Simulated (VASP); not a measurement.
Consider the following.

```xyz
3
Lattice="0.0000 2.6826 2.6826 2.6826 0.0000 2.6826 2.6826 2.6826 0.0000" Properties=species:S:1:pos:R:3 pbc="T T T"
Cd     0.0000     0.0000     0.0000
F      1.3413     1.3413     1.3413
F      4.0239     4.0239     4.0239
```

Calculation: PW91 GGA, VASP's PBE PAW potentials (set 64) (plane waves; VASP). Run with 520 eV cut-off, 7×7×7 Γ-centred mesh, Gaussian smearing of 0.050 eV, potentials Cd F.

Give the stress tensor in GPa (positive for a compressed cell).

```
7.21  0.00  0.00
0.00  7.21  0.00
0.00  0.00  7.21
```
The pressure is its mean diagonal, 7.21 GPa.

The compound is CdF2 in the fluorite structure. This cell is one point of a volume scan, at 0.94 of the reference volume.
